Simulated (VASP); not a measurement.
Method: revPBE GGA, VASP's PBE PAW potentials (set 64) (plane waves; VASP).

A VASP calculation is set up with these files.

**INCAR**
```
! general
SYSTEM   =  Ni
PREC     =  Accurate
ENCUT    =  520
LREAL    =  .FALSE.
LASPH    =  .TRUE.

! electronic loop
EDIFF    =  1E-7
NELM     =  100
ALGO     =  Normal
LMAXMIX  =  4

! smearing
ISMEAR   =  1
SIGMA    =  0.1

! functional
GGA      =  RE

! spin
ISPIN    =  2
MAGMOM   =  0.6

! ions
ISIF     =  2

! output
LWAVE    =  .FALSE.
LCHARG   =  .FALSE.
LORBIT   =  10
```

### POSCAR
```
Ni
1.7346190
  0.0000000000   0.9999998055   0.9999998055
  0.9999998055   0.0000000000   0.9999998055
  0.9999998055   0.9999998055   0.0000000000
Ni
1
Cartesian
  0.0000000000   0.0000000000   0.0000000000
```

**KPOINTS**
```
Automatic mesh
0
Gamma
18 18 18
0 0 0
```

POTCAR, in this order: Ni (PBE.64 set). Program: vasp_std.

The run wrote:

OUTCAR:
```
 ion  position               nearest neighbor table
   1  0.000  0.000  0.000-
  LATTYP: Found a face centered cubic cell.
 ALAT       =     3.4692373252
 Subroutine PRICEL returns:
 Original cell was already a primitive cell.
 Subroutine GETGRP returns: Found 48 space group operations
The static configuration has the point symmetry O_h .
The dynamic configuration has the point symmetry O_h .
The overall configuration has the point symmetry O_h .
 Subroutine INISYM returns: Found 48 space group operations
 Subroutine IBZKPT returns following result:
 Found    195 irreducible k-points:

 Following reciprocal coordinates:
            Coordinates               Weight
  0.000000  0.000000  0.000000      1.000000
  0.055556  0.000000  0.000000      8.000000
  0.111111  0.000000  0.000000      8.000000
  0.166667  0.000000  0.000000      8.000000
  0.222222  0.000000  0.000000      8.000000
  0.277778  0.000000  0.000000      8.000000
  0.333333  0.000000  0.000000      8.000000
  0.388889  0.000000  0.000000      8.000000
  0.444444  0.000000  0.000000      8.000000
  0.500000  0.000000  0.000000      4.000000
  0.055556  0.055556  0.000000      6.000000
  0.111111  0.055556  0.000000     24.000000
  0.166667  0.055556  0.000000     24.000000
  0.222222  0.055556  0.000000     24.000000
  0.277778  0.055556  0.000000     24.000000
  0.333333  0.055556  0.000000     24.000000
  0.388889  0.055556  0.000000     24.000000
  0.444444  0.055556  0.000000     24.000000
  0.500000  0.055556  0.000000     24.000000
 -0.444444  0.055556  0.000000     24.000000
 -0.388889  0.055556  0.000000     24.000000
 -0.333333  0.055556  0.000000     24.000000
 -0.277778  0.055556  0.000000     24.000000
 -0.222222  0.055556  0.000000     24.000000
 -0.166667  0.055556  0.000000     24.000000
 -0.111111  0.055556  0.000000     24.000000
 -0.055556  0.055556  0.000000     12.000000
  0.111111  0.111111  0.000000      6.000000
  0.166667  0.111111  0.000000     24.000000
  0.222222  0.111111  0.000000     24.000000
  0.277778  0.111111  0.000000     24.000000
  0.333333  0.111111  0.000000     24.000000
  0.388889  0.111111  0.000000     24.000000
  0.444444  0.111111  0.000000     24.000000
  0.500000  0.111111  0.000000     24.000000
 -0.444444  0.111111  0.000000     24.000000
 -0.388889  0.111111  0.000000     24.000000
 -0.333333  0.111111  0.000000     24.000000
 -0.277778  0.111111  0.000000     24.000000
 -0.222222  0.111111  0.000000     24.000000
   k-points           NKPTS =    195   k-points in BZ     NKDIM =    195   number of bands    NBANDS=      9
   number of dos      NEDOS =    301   number of ions     NIONS =      1
   total plane-waves  NPLWV =   5832
   dimension x,y,z NGX =    18 NGY =   18 NGZ =   18
   dimension x,y,z NGXF=    36 NGYF=   36 NGZF=   36
   ions per type =               1
   PREC   = accura    normal or accurate (medium, high low for compatibility)
   ISTART =      0    job   : 0-new  1-cont  2-samecut
   ICHARG =      2    charge: 1-file 2-atom 10-const
   ISPIN  =      2    spin polarized calculation?
   LNONCOLLINEAR =      F non collinear calculations
   LSORBIT =      F    spin-orbit coupling
   INIWAV =      1    electr: 0-lowe 1-rand  2-diag
   ENCUT  =  520.0 eV  38.22 Ry    6.18 a.u.   4.56  4.56  4.56*2*pi/ulx,y,z
   NELM   =    100;   NELMIN=  2; NELMDL= -5     # of ELM steps
   EDIFF  = 0.1E-06   stopping-criterion for ELM
   LREAL  =      F    real-space projection
   NLSPLINE    = F    spline interpolate recip. space projectors
   LMAXMIX     =    4 max onsite mixed and CHGCAR
...
```

OSZICAR:
```
       N       E                     dE             d eps       ncg     rms          rms(c)
DAV:   1     0.226115183569E+02    0.22612E+02   -0.48619E+03  7236   0.144E+03
DAV:   2    -0.556684332528E+01   -0.28178E+02   -0.27144E+02  7066   0.165E+02
DAV:   3    -0.597981113117E+01   -0.41297E+00   -0.41144E+00  8144   0.266E+01
DAV:   4    -0.598352447591E+01   -0.37133E-02   -0.37129E-02  7924   0.222E+00
DAV:   5    -0.598362005751E+01   -0.95582E-04   -0.95582E-04  8201   0.308E-01    0.101E+01
DAV:   6    -0.530742107540E+01    0.67620E+00   -0.14561E+01  7370   0.627E+01    0.550E+00
DAV:   7    -0.505558583032E+01    0.25184E+00   -0.22209E+00  7408   0.233E+01    0.213E+00
DAV:   8    -0.503901860732E+01    0.16567E-01   -0.24910E-02  9752   0.192E+00    0.974E-01
DAV:   9    -0.503716997100E+01    0.18486E-02   -0.14404E-03 10366   0.388E-01    0.245E-01
DAV:  10    -0.503682360399E+01    0.34637E-03   -0.50236E-04  8594   0.182E-01    0.394E-02
DAV:  11    -0.503683181858E+01   -0.82146E-05   -0.15822E-05  9209   0.527E-02    0.332E-02
DAV:  12    -0.503683184108E+01   -0.22501E-07   -0.10174E-06  8500   0.126E-02    0.584E-03
DAV:  13    -0.503683210286E+01   -0.26179E-06   -0.27461E-07  6452   0.552E-03    0.210E-03
DAV:  14    -0.503683209221E+01    0.10656E-07   -0.11923E-08  3663   0.142E-03
   1 F= -.50368321E+01 E0= -.50369724E+01  d E =0.420963E-03  mag=     0.6139
```

### OUTCAR
```
------------------------ aborting loop because EDIFF is reached ----------------------------------------
  FORCE on cell =-STRESS in cart. coord.  units (eV):
  Direction    XX          YY          ZZ          XY          YZ          ZX
  --------------------------------------------------------------------------------------
  Total        0.8709748      0.8709748      0.8709748      0.0000000      0.0000000     -0.0000000
  in kB      133.6823754    133.6823754    133.6823754      0.0000000      0.0000000     -0.0000000
  external PRESSURE =     133.6823754 kB  Pullay stress =       0.0000000 kB
  volume of cell :       10.44
      direct lattice vectors                 reciprocal lattice vectors
     0.000000000  1.734618663  1.734618663    -0.288247792  0.288247792  0.288247792
     1.734618663  0.000000000  1.734618663     0.288247792 -0.288247792  0.288247792
     1.734618663  1.734618663  0.000000000     0.288247792  0.288247792 -0.288247792
 POSITION                                       TOTAL-FORCE (eV/Angst)
 -----------------------------------------------------------------------------------
      0.00000      0.00000      0.00000         0.000000      0.000000      0.000000
 -----------------------------------------------------------------------------------
    total drift:                                0.000000     -0.000000      0.000000
  FREE ENERGIE OF THE ION-ELECTRON SYSTEM (eV)
  ---------------------------------------------------
  free  energy   TOTEN  =        -5.0368320922 eV

  energy  without entropy=       -5.0372530547  energy(sigma->0) =       -5.03697241

 total charge

# of ion       s       p       d       tot
------------------------------------------
    1        0.515   0.535   8.332   9.382

 magnetization (x)

# of ion       s       p       d       tot
------------------------------------------
    1       -0.007  -0.027   0.656   0.622
```
(Selected blocks of OUTCAR.)

The compound is Ni in the fcc structure. This cell is one point of a volume scan, at 0.94 of the reference volume.
